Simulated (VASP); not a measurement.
VASP input:

### KPOINTS
```
Automatic mesh
0
Gamma
9 9 9
0 0 0
```

### POSCAR
```
CaS
1
    0.0000000000     2.8586017692     2.8586017692
    2.8586017692     0.0000000000     2.8586017692
    2.8586017692     2.8586017692     0.0000000000
Ca S
1 1
Direct
  0.0000000000   0.0000000000   0.0000000000
  0.5000000000   0.5000000000   0.5000000000
```

INCAR:
```
# general
SYSTEM=CaS
PREC  =Accurate
ENCUT =400   # plane-wave cut-off (eV)
LREAL =.FALSE.   # projection in real space or not
LASPH =.TRUE.   # aspherical one-centre terms

# electronic loop
EDIFF =1E-7   # SCF stop (eV)
NELM  =100
ALGO  =Normal   # blocked Davidson

# smearing
ISMEAR=-5   # tetrahedra, Bloechl

# functional
GGA   =PE   # PBE

# ions
ISIF  =2   # forces and stress, cell fixed

# output
LWAVE =.FALSE.
LCHARG=.TRUE.
LORBIT=11
NEDOS =601   # DOS grid
```

POTCAR, in this order: Ca_sv S (PBE.64 set). Program: vasp_std.

Task: Translate this PBE calculation to Ansatz.

Result: One equivalent input (not run):
Ansatz 0.2 input:
```yaml
crystal:
  lattice:
    - [0.0000000, 2.8586018, 2.8586018]
    - [2.8586018, 0.0000000, 2.8586018]
    - [2.8586018, 2.8586018, 0.0000000]
  atoms:
    - { symbol: Ca, position: [0.0000000, 0.0000000, 0.0000000] }
    - { symbol: S, position: [0.5000000, 0.5000000, 0.5000000] }
kpoints:
  mp_grid: { grid: [9, 9, 9] }
hamiltonian:
  xc: pbe
  pseudopotentials: { kind: paw }
scf:
  occupations: { method: tetrahedron }
  max_iter: 100
output: { forces: true, stress: true, eigenvalues: true }
```
Limits of the translation: each code has its own PAW files, so the cut-off isn't converted (ENCUT is set for VASP's; basis.ecutwfc is left out, and Ansatz then takes the one that its files recommend); Ansatz stops its SCF on the density residual and VASP on the energy change (EDIFF).

The compound is CaS in the rock salt structure. It was relaxed first.
